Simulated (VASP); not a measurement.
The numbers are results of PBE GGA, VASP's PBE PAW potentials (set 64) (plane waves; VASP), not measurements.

VASP input:

### KPOINTS
```
Regular mesh
0
Gamma
 11 11 11
```

### POSCAR
```
BP
1
    0.0000000000     2.2731460608     2.2731460608
    2.2731460608     0.0000000000     2.2731460608
    2.2731460608     2.2731460608     0.0000000000
B P
1 1
Direct
  0.0000000000   0.0000000000   0.0000000000
  0.2500000000   0.2500000000   0.2500000000
```

INCAR:
```
SYSTEM = BP
PREC = Accurate
ENCUT = 520
EDIFF = 1E-7
NELM = 100
ALGO = Normal
LREAL = .FALSE.
LASPH = .TRUE.
ISMEAR = -5
GGA = PE
LWAVE = .FALSE.
LCHARG = .TRUE.
LORBIT = 11
NEDOS = 601
ISIF = 2
```

POTCAR, in this order: B P (PBE.64 set). Program: vasp_std.

The resulting files:

### OSZICAR
```
       N       E                     dE             d eps       ncg     rms          rms(c)
DAV:   1     0.994039049461E+01    0.99404E+01   -0.41074E+03   896   0.900E+02
DAV:   2    -0.133668444542E+02   -0.23307E+02   -0.22867E+02  1456   0.110E+02
DAV:   3    -0.136263034568E+02   -0.25946E+00   -0.25946E+00  1040   0.153E+01
DAV:   4    -0.136269271333E+02   -0.62368E-03   -0.62368E-03  1432   0.745E-01
DAV:   5    -0.136269274307E+02   -0.29742E-06   -0.29742E-06  1104   0.141E-02    0.715E+00
DAV:   6    -0.130277371279E+02    0.59919E+00   -0.16200E+00  1000   0.695E+00    0.390E+00
DAV:   7    -0.129386030281E+02    0.89134E-01   -0.25271E-01  1360   0.306E+00    0.129E+00
DAV:   8    -0.129305691189E+02    0.80339E-02   -0.28026E-02   992   0.116E+00    0.213E-01
DAV:   9    -0.129308777124E+02   -0.30859E-03   -0.49572E-04  1312   0.204E-01    0.120E-01
DAV:  10    -0.129310743863E+02   -0.19667E-03   -0.29044E-04  1016   0.135E-01    0.268E-02
DAV:  11    -0.129310846511E+02   -0.10265E-04   -0.12887E-05  1256   0.314E-02    0.312E-02
DAV:  12    -0.129310854271E+02   -0.77603E-06   -0.31906E-06  1000   0.117E-02    0.629E-03
DAV:  13    -0.129310853806E+02    0.46520E-07   -0.70810E-08   784   0.232E-03
   1 F= -.12931085E+02 E0= -.12931085E+02  d E =0.000000E+00
```

**OUTCAR**
```
------------------------ aborting loop because EDIFF is reached ----------------------------------------
  FORCE on cell =-STRESS in cart. coord.  units (eV):
  Direction    XX          YY          ZZ          XY          YZ          ZX
  --------------------------------------------------------------------------------------
  Total       -0.0000006     -0.0000006     -0.0000006      0.0000000     -0.0000000     -0.0000000
  in kB       -0.0000408     -0.0000408     -0.0000408      0.0000000     -0.0000000     -0.0000000
  external PRESSURE =      -0.0000408 kB  Pullay stress =       0.0000000 kB
  volume of cell :       23.49
      direct lattice vectors                 reciprocal lattice vectors
     0.000000000  2.273146061  2.273146061    -0.219959469  0.219959469  0.219959469
     2.273146061  0.000000000  2.273146061     0.219959469 -0.219959469  0.219959469
     2.273146061  2.273146061  0.000000000     0.219959469  0.219959469 -0.219959469
  FREE ENERGIE OF THE ION-ELECTRON SYSTEM (eV)
  ---------------------------------------------------
  free  energy   TOTEN  =       -12.9310853806 eV

  energy  without entropy=      -12.9310853806  energy(sigma->0) =      -12.93108538

 total charge

# of ion       s       p       d       tot
------------------------------------------
    1        0.666   1.267   0.000   1.934
    2        0.992   1.573   0.000   2.566
--------------------------------------------------
tot          1.659   2.841   0.000   4.500
```
(Selected blocks of OUTCAR.)

The compound is BP in the zinc blende structure. It was relaxed first.
